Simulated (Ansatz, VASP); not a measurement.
# MgB2: VASP beside Ansatz

Wanted: the spread between two codes on one cell, functional and k mesh. The cell is a member of a volume series, scaled by 0.96 from a relaxed one, so a pressure remains.

Calculated with Ansatz 0.2.0; plane waves, with VASP 6.6.1 beside it; single point at LDA.

## 1. The structure

It takes space group P6/mmm (No. 191, hexagonal). Conventional cell: a = 3.000 Å, b = 3.000 Å, c = 3.381 Å, α = 90.00°, β = 90.00°, γ = 120.00°. Nearest to Mg lie 12 B at 2.42 Å. Nearest to B lie 3 B at 1.73 Å and 6 Mg at 2.42 Å. Farther neighbours are not listed.

Structure file:

```
Mg B
1.0
     2.99979    0.00000    0.00000
    -1.49989    2.59789    0.00000
     0.00000    0.00000    3.38113
Mg B
1 2
Direct
  0.00000 0.00000 0.00000
  0.33333 0.66667 0.50000
  0.66667 0.33333 0.50000
```

## 2. VASP: single point, LDA, volume scaled by 0.96

With cell and atoms fixed, the geometry can't cause a difference; cores, projectors, grids and the points listed under the comparison can.

Lines of VASP's logs that name or quote its potential files are left out, and so is its time.

INCAR

```
SYSTEM = MgB2
PREC = Accurate
ENCUT = 420
EDIFF = 1E-06
NELM = 100
ISMEAR = 0
SIGMA = 0.05
LREAL = .FALSE.
ALGO = Normal
GGA = CA
NBANDS = 10
LORBIT = 11
LWAVE = .FALSE.
LCHARG = .FALSE.
KPAR = 2
ISIF = 2
```

POSCAR

```
MgB2
1.0
    2.9997883472      0.0000000000      0.0000000000
   -1.4998941737      2.5978929147      0.0000000000
    0.0000000000      0.0000000000      3.3811270201
Mg B
1 2
Direct
    0.0000000000      0.0000000000      0.0000000000
    0.3333333333      0.6666666667      0.5000000000
    0.6666666667      0.3333333333      0.5000000000
```

KPOINTS

```
Automatic mesh
0
Gamma
10 10 8
0 0 0
```

PAW data sets: Mg and B (LDA family, release 64).

On the command line:

```bash
> mpirun -np 2 vasp_std
```

Numbers of over 12 decimals in the logs are rounded to 6 here.

The program printed:

```text
[banner, memory and clock lines left out]
running    2 mpi-ranks, on    1 nodes
 distrk:  each k-point on    1 cores,    2 groups
 distr:  one band on    1 cores,    1 groups

 POSCAR found type information on POSCAR MgB
 POSCAR found :  2 types and       3 ions
 LDA part: xc-table for (Slater(with rela. corr.)+CA(PZ))
 , standard interpolation
 POSCAR, INCAR and KPOINTS ok, starting setup
 FFT: planning ... GRIDC
 FFT: planning ... GRID_SOFT
 FFT: planning ... GRID
 WAVECAR not read
 entering main loop
       N       E                     dE             d eps       ncg     rms          rms(c)
DAV:   1    -0.166229791330E+01   -0.16623E+01   -0.34529E+03  1512   0.564E+02
DAV:   2    -0.189145163667E+02   -0.17252E+02   -0.16269E+02  1904   0.101E+02
DAV:   3    -0.192725618523E+02   -0.35805E+00   -0.35728E+00  1810   0.123E+01
DAV:   4    -0.192732387073E+02   -0.67686E-03   -0.67680E-03  1860   0.568E-01
DAV:   5    -0.192732400875E+02   -0.13801E-05   -0.13797E-05  1676   0.244E-02    0.550E+00
DAV:   6    -0.175765186242E+02    0.16967E+01   -0.22983E+00  1506   0.759E+00    0.250E+00
DAV:   7    -0.172675876212E+02    0.30893E+00   -0.12352E+00  1590   0.554E+00    0.677E-01
DAV:   8    -0.172677481429E+02   -0.16052E-03   -0.96511E-02  1516   0.184E+00    0.330E-01
DAV:   9    -0.172610903109E+02    0.66578E-02   -0.15261E-02  1546   0.608E-01    0.652E-02
DAV:  10    -0.172609075152E+02    0.18280E-03   -0.13808E-03  1696   0.208E-01    0.199E-02
DAV:  11    -0.172609000044E+02    0.75108E-05   -0.41965E-05  1590   0.445E-02    0.254E-03
DAV:  12    -0.172609000688E+02   -0.64390E-07   -0.33545E-07  1180   0.415E-03
   1 F= -.17260900E+02 E0= -.17260565E+02  d E =-.669595E-03
```

From OUTCAR (step 2):

```text
ion  position               nearest neighbor table
   1  0.000  0.000  0.000-   2 2.42   3 2.42   2 2.42   3 2.42   3 2.42   3 2.42   2 2.42   2 2.42
                             3 2.42   3 2.42   2 2.42   2 2.42
   2  0.333  0.667  0.500-   3 1.73   3 1.73   3 1.73   1 2.42   1 2.42   1 2.42   1 2.42   1 2.42
                             1 2.42
   3  0.667  0.333  0.500-   2 1.73   2 1.73   2 1.73   1 2.42   1 2.42   1 2.42   1 2.42   1 2.42
                             1 2.42

  LATTYP: Found a hexagonal cell.
 ALAT       =     2.9997883472
 C/A-ratio  =     1.1271218595

 Subroutine GETGRP returns: Found 24 space group operations
 (whereof 24 operations were pure point group operations)

The static configuration has the point symmetry D_6h.

 Found     70 irreducible k-points:

   k-points           NKPTS =     70   k-points in BZ     NKDIM =     70   number of bands    NBANDS=     10

   dimension x,y,z NGX =    20 NGY =   20 NGZ =   24
   dimension x,y,z NGXF=    40 NGYF=   40 NGZF=   48

   ENCUT  =  420.0 eV  30.87 Ry    5.56 a.u.   5.01  5.01  5.65*2*pi/ulx,y,z

   NELECT =       8.0000    total number of electrons

 k-points in reciprocal lattice and weights: Automatic mesh
   0.00000000  0.00000000  0.00000000       0.001
   0.10000000  0.00000000  0.00000000       0.007
   0.20000000  0.00000000  0.00000000       0.007
   0.30000000 -0.00000000  0.00000000       0.007
   0.40000000 -0.00000000  0.00000000       0.007
   0.50000000  0.00000000  0.00000000       0.004
   0.10000000  0.10000000  0.00000000       0.007
   0.20000000  0.10000000  0.00000000       0.015
   0.30000000  0.10000000  0.00000000       0.015
[...]
0.40000000  0.20000000  0.50000000       0.007
   0.30000000  0.30000000  0.50000000       0.007

 average (electrostatic) potential at core
       1 -34.8204       2 -30.4246       3 -30.4246

 E-fermi :   6.0027

 k-point     1 :       0.0000    0.0000    0.0000
  band No.  band energies     occupation
      1      -6.9244      2.00000
      2       2.9578      2.00000
      3       6.3071      0.00000
      4       6.3071      0.00000
      5       8.0334      0.00000
      6      12.5118      0.00000
      7      12.5118      0.00000
    ...

 k-point     2 :       0.1000    0.0000    0.0000
  band No.  band energies     occupation
      1      -6.7425      2.00000
      2       3.1332      2.00000
      3       5.4395      2.00000
      4       5.8871      1.99892
      5       8.1737      0.00000
      6      12.4691      0.00000
      7      13.3043      0.00000
      8      15.2957      0.00000
      9      15.8976      0.00000
    ...

 k-point     3 :       0.2000    0.0000    0.0000
  band No.  band energies     occupation
      1      -6.2001      2.00000
      2       3.5284      2.00000
      3       3.6534      2.00000
      4       5.0532      2.00000
      5       8.6176      0.00000
      6      12.0835      0.00000
      7      14.2436      0.00000
      8      15.2322      0.00000
      9      15.8374      0.00000
    ...

  Total        1.3569286      1.3569286      0.9064994     -0.0000000     -0.0000000      0.0000000
  in kB       82.5076553     82.5076553     55.1194322     -0.0000000     -0.0000000      0.0000000
  external PRESSURE =      73.3782476 kB  Pullay stress =       0.0000000 kB

  energy-cutoff  :      420.00
  volume of cell :       26.35
      direct lattice vectors                 reciprocal lattice vectors
     2.999788347  0.000000000  0.000000000     0.333356852  0.192463668  0.000000000
    -1.499894174  2.597892915  0.000000000     0.000000000  0.384927336  0.000000000
     0.000000000  0.000000000  3.381127020     0.000000000  0.000000000  0.295759371

 POSITION                                       TOTAL-FORCE (eV/Angst)
 -----------------------------------------------------------------------------------
      0.00000      0.00000      0.00000         0.000000      0.000000     -0.000000
     -0.00000      1.73193      1.69056         0.000000     -0.000000      0.000000
      1.49989      0.86596      1.69056        -0.000000      0.000000     -0.000000
 -----------------------------------------------------------------------------------
    total drift:                                0.000000     -0.000000     -0.000000

  FREE ENERGIE OF THE ION-ELECTRON SYSTEM (eV)
  ---------------------------------------------------
  free  energy   TOTEN  =       -17.2609000688 eV

  energy  without entropy=      -17.2602304739  energy(sigma->0) =      -17.26056527

 total charge
# of ion       s       p       d       tot
------------------------------------------
    1        0.176   0.213   0.071   0.460
    2        0.701   1.323   0.000   2.024
    3        0.701   1.323   0.000   2.024
--------------------------------------------------
tot          1.578   2.860   0.071   4.509

[... 3 further parts left out ...]
```

The run ends at a pressure of 7.34 GPa.

## 3. Ansatz: single point, LDA, volume scaled by 0.96

Ansatz runs on its default PAW (the set named soft_2) files.

The same cell, functional (in two slightly different forms), mesh and smearing now go to Ansatz, which takes its cutoff from its data sets.

input.yaml

```yaml
crystal:
  lattice:
    - [2.9997883472, 0.0, 0.0]
    - [-1.4998941737, 2.5978929147, 0.0]
    - [0.0, 0.0, 3.3811270201]
  atoms:
    - { symbol: Mg, position: [0.0, 0.0, 0.0] }
    - { symbol: B, position: [0.3333333333, 0.6666666667, 0.5] }
    - { symbol: B, position: [0.6666666667, 0.3333333333, 0.5] }
hamiltonian:
  xc: lda
  pseudopotentials: { kind: paw }
kpoints:
  mp_grid: { grid: [10, 10, 8] }
scf:
  occupations: { method: gaussian, width: 0.05 }
  n_extra_bands: 4
output:
  forces: true
  stress: true
  eigenvalues: true
  write_density: true
  write_potential: true
  elf: true
  volumetric_format: npy
```

On the command line:

```bash
> ansatz run input.yaml --threads 2 --pin off --max-ram 4608MiB --backend cpu --events-out ev --progress --plain --runs-dir out
```

The program printed:

```text
scf.n_extra_bands = 4 over 8 filled bands (N_el = 16.0): the run solves 12 bands
Engine: ansatz 0.2.0, aarch64-unknown-linux-gnu
Pseudopotentials: kind: paw
Pseudopotential: Mg, paw, valence charge 10, recommended cutoff 420 eV (normal), Mg.paw.azcp
Pseudopotential: B, paw, valence charge 3, recommended cutoff 420 eV (normal), B.paw.azcp
Functional definition: SPW92
  exchange = slater_x
  correlation = pw_c
Crystal: 3 atoms, lattice volume = 26.350 Å³
Basis set: ecut = 420 eV, 527 PW (Γ)
Bands: 12, of which v1, the nominal top of the filled ones, is band 8 counted from 1 (7 counted from 0)
Symmetry: 24 space group operations
Space group: P6/mmm (ITA 191), of the structure as read, at distance tolerance 3.0e-5 Å
k-points: 70 of 800
Non-local potential: Mg, projectors of the file, l = 0: 3, l = 1: 2, l = 2: 1
Non-local potential: B, projectors of the file, l = 0: 2, l = 1: 2, l = 2: 1
PAW form: soft (Blöchl's): semilocal exchange-correlation on the pseudo side does not see the compensation charge
PAW frozen core: Mg, regenerated for the run's functional, and the local potential with it (the file was generated under x = pbe(κ = 0.804, μ = 0.219515), c = pbe(β = 0.066725))
PAW frozen core: B, regenerated for the run's functional, and the local potential with it (the file was generated under x = pbe(κ = 0.804, μ = 0.219515), c = pbe(β = 0.066725))
PAW one-centre angular grid: Mg, 110 points (default); XC on 64 Gauss nodes
PAW one-centre angular grid: B, 110 points (default); XC on 64 Gauss nodes
Initial density: superposition of atomic densities (neutral atoms: chi_scale 0, normalization atom), corrected by the library's trained network
Initial wavefunctions: pseudopotential atomic-orbital guess
Functional: x = slater, c = lda
SCF iter   1: F=—  HF=-2201.576080 eV  |F-HF|=—  |Δ(HF+E_count)|=         —  Δρ=7.27e-3  dr2=4.92e-3  ethr=1.77e-3  ⟨swp⟩=5.2  Hψ=4642  notcnv=0
preconditioner: auto → none  [insulator: Δε(μ)=0.094 eV  Ē_g=11.806 eV  σ=0.050 eV  W_gap=0.80  n_scr=8 (ndim 8)  ℏωp=20.5 eV  f_vac=0.000  D(μ)=0.48/eV (n_scr^D=0)  ε∞_Penn≈4.0]
SCF iter   2: F=—  HF=-2201.571583 eV  |F-HF|=—  |Δ(HF+E_count)|=   4.50e-3  Δρ=2.43e-3  dr2=6.94e-4  ethr=3.07e-5  ⟨swp⟩=2.0  Hψ=2184  notcnv=0  defer=5
SCF iter   3: F=—  HF=-2201.571243 eV  |F-HF|=—  |Δ(HF+E_count)|=   3.40e-4  Δρ=4.88e-4  dr2=3.63e-5  ethr=4.34e-6  ⟨swp⟩=2.0  Hψ=1110  notcnv=0  defer=5
SCF iter   4: F=—  HF=-2201.571235 eV  |F-HF|=—  |Δ(HF+E_count)|=   7.76e-6  Δρ=1.05e-4  dr2=2.12e-6  ethr=2.27e-7  ⟨swp⟩=2.0  Hψ=1005  notcnv=0  defer=5
iter 5 did not close the SCF: its close was put off for the readings that it lacked (scf_convergence_deferred on its scf_iter line)
SCF iter   5: F=-2201.571235 eV  HF=-2201.571235 eV  |F-HF|=2.51e-10  |Δ(HF+E_count)|=   3.38e-7  Δρ=6.34e-6  dr2=4.99e-9  ethr=1.32e-8  ⟨swp⟩=1.9  Hψ=979  notcnv=0  defer=5
SCF iter   6: F=-2201.571235 eV  HF=-2201.571235 eV  |F-HF|=1.27e-11  |Δ(HF+E_count)|=   1.60e-9  Δρ=1.38e-6  dr2=1.64e-10  ethr=3.12e-11  ⟨swp⟩=5.4  Hψ=4333  notcnv=0
SCF 1 converged in 6 iterations: F = -2201.571235 eV  dr2 = 1.64e-10
  greatest PAW one-centre occupation: 1.000 electrons in one spin orbital (limit 2), on the Mg atom at site 0 (counted from 0), in its partial waves of l = 1
SCF converged after 6 iterations
Free energy (F): -2201.571235 eV
Harris-Foulkes:  -2201.571235 eV  (|F-HF|=1.27e-11)
Internal energy: -2201.570591 eV  (E = F + TS)
E sigma→0 (E₀):  -2201.570913 eV
Entropy (-TS):   -0.000644 eV (-0.215 meV/atom)
Fermi energy:    10.173573 eV
--- Per-component energies (eV) ---
  E_band       = -277.500169
  E_kinetic    = 179.702601
  E_local      = -1478.147485  (includes V_loc(G=0)·N_el)
  E_nonlocal   = 120.394684
  E_hartree    = 525.464242
  E_xc         = -95.578168
  E_vxc        = -117.227859  (∫ρ·V_xc dr)
  E_paw        = -415.658684  (= ΣΔE_a)
  E_vpaw       = -33.150418  (= ΣTr[D̂ρ^β])
  E_aug_tail   = 0.000003  (compensation charges beyond the density's cutoff)
  E_ewald      = -1037.989932
  E_core_change = 0.242148  (= ΣΔE_core)
  E_smearing   = -0.000644  (= −TS)
  E_closure    = -0.000000  (closes the sum)
  Σ components = -2201.571235   (vs F -2201.571235, Δ=0.00e0)
--- Forces (eV/Å), atoms counted from 1 ---
  atom   1  Mg     0.00000000    -0.00000000    -0.00000000
  atom   2  B      0.00000000     0.00000000     0.00000000
  atom   3  B     -0.00000000    -0.00000000    -0.00000000
  max |Σ_I F_I| component: 1.85e-17 eV/Å
--- Stress (GPa, compression-positive) ---
        8.747548       0.000000       0.000000
        0.000000       8.747548       0.000000
        0.000000       0.000000       6.123716
  P = ⅓ Tr σ = 7.8729 GPa (78.729 kbar)
--- Band table (eV; the first three rows and the last of 70) ---
  k-point 0: bands = [... 4 lower, -2.7535, 7.1351, 10.4764, 10.4764, 12.2043, 16.6776, 16.6776, 19.1594]
  k-point 1: bands = [... 4 lower, -2.6007, 6.1143, 10.5373, 10.5373, 13.5581, 16.7202, 16.7202, 19.0128]
  k-point 2: bands = [... 4 lower, -2.1686, 4.3754, 10.6912, 10.6912, 16.2827, 16.8282, 16.8282, 18.7321]
  k-point 69: bands = [... 4 lower, 2.9818, 4.2607, 4.9596, 7.1674, 8.6186, 14.2627, 21.5221, 22.2921]
```

Elapsed: 0.8 s, on 2 threads of Arm Neoverse V2, shared host; peak memory 0.28 GiB.

The run ends at a pressure of 7.87 GPa.

## 4. Side by side

Known differences besides the potentials themselves: the two LDA forms differ slightly; the data sets hold 16 valence electrons in Ansatz (default PAW (the set named soft_2) files) and 8 in VASP; VASP's log shows a relativistic correction to its local exchange, Ansatz's none. Total energies have different zeros and are not compared.

Compared:

```
                                        quantity  Ansatz  VASP  difference
                                  pressure (GPa)    7.87  7.34       +0.54
pressure without Ansatz's Pulay correction (GPa)    7.64  7.34       +0.31
```

Ansatz's pressure holds a Pulay correction of 0.23 GPa; VASP's holds none.

## 5. Results

| Quantity | Value |
| --- | --- |
| difference in pressure (single point, LDA, volume scaled by 0.96) | 0.54 GPa |

The difference in pressure is 0.54 GPa (single point, LDA, volume scaled by 0.96), within the 1 GPa picked in this series as the mark of a large difference. Such differences can come from data sets, numerical settings and the points named under the comparisons, not from the functional's error against experiment.

[Lines on the potential files, build, host, timing and source positions are cut from VASP's logs without a mark.]

[Logs are printed without paths, hosts, clocks, repeated set-up lines and the standing remarks that a program may print on its own settings, such as how far it seeks lower states.]

[Hosts, paths, dates, database ids (printed as entryN), source tags and the programs' standing remarks are cut or masked in the printed files.]
